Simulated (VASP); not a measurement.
Here is the system:

```
CdTe
1.0
    2.33527    -4.03968     0.00000
    2.33527     4.03968     0.00000
    0.00000     0.00000     7.64390
Cd Te
2 2
Direct
  0.83475   0.16525   0.00010
  0.16525   0.83475   0.50010
  0.16814   0.83186   0.87490
  0.83186   0.16814   0.37490
```

Level of theory: modified Becke-Johnson potential (mBJ) with spin-orbit coupling, VASP's PBE PAW potentials (set 64) (plane waves; VASP). Settings: 400 eV cut-off, 4×4×2 Γ-centred mesh, Gaussian smearing of 0.050 eV, potentials Cd Te.

mBJ is a potential without an energy functional, so only the levels count.

Problem. Give the energies of bands 27 to 40 at the high-symmetry points, in eV from the valence-band maximum.

Solution. 
| band | Γ | Y | C0 | Z | A0 | T | S | R |
|---|---|---|---|---|---|---|---|---|
| 27 | -1.15 | -3.42 | -3.48 | -2.54 | -3.76 | -3.92 | -3.44 | -3.93 |
| 28 | -1.15 | -3.42 | -3.47 | -2.54 | -3.76 | -3.92 | -3.44 | -3.93 |
| 29 | -0.81 | -2.51 | -2.79 | -0.83 | -2.46 | -1.60 | -2.51 | -1.59 |
| 30 | -0.81 | -2.51 | -2.77 | -0.83 | -2.46 | -1.60 | -2.51 | -1.59 |
| 31 | -0.67 | -1.76 | -2.00 | -0.83 | -2.12 | -1.60 | -1.76 | -1.59 |
| 32 | -0.67 | -1.76 | -1.91 | -0.83 | -2.12 | -1.60 | -1.76 | -1.59 |
| 33 | -0.03 | -1.43 | -1.90 | -0.35 | -1.26 | -1.21 | -1.44 | -1.20 |
| 34 | -0.03 | -1.43 | -1.73 | -0.35 | -1.26 | -1.21 | -1.44 | -1.20 |
| 35 | 0.00 | -0.81 | -1.56 | -0.35 | -1.12 | -1.21 | -0.81 | -1.20 |
| 36 | 0.00 | -0.81 | -1.55 | -0.35 | -1.12 | -1.21 | -0.81 | -1.20 |
| 37 | 1.45 | 2.90 | 3.92 | 2.52 | 3.24 | 2.77 | 2.90 | 2.76 |
| 38 | 1.45 | 2.90 | 3.92 | 2.52 | 3.24 | 2.77 | 2.90 | 2.76 |
| 39 | 2.18 | 3.08 | 3.96 | 2.52 | 3.35 | 2.77 | 3.10 | 2.76 |
| 40 | 2.18 | 3.08 | 4.34 | 2.52 | 3.35 | 2.77 | 3.10 | 2.76 |

The gap is direct, 1.45 eV, from the valence maximum at Γ to the conduction minimum at Γ.

The structure comes from a computed database's CdTe entry (Cmc2_1); how it stands against other phases isn't given here. It was relaxed first. The cell's shape comes from a PBE relaxation.
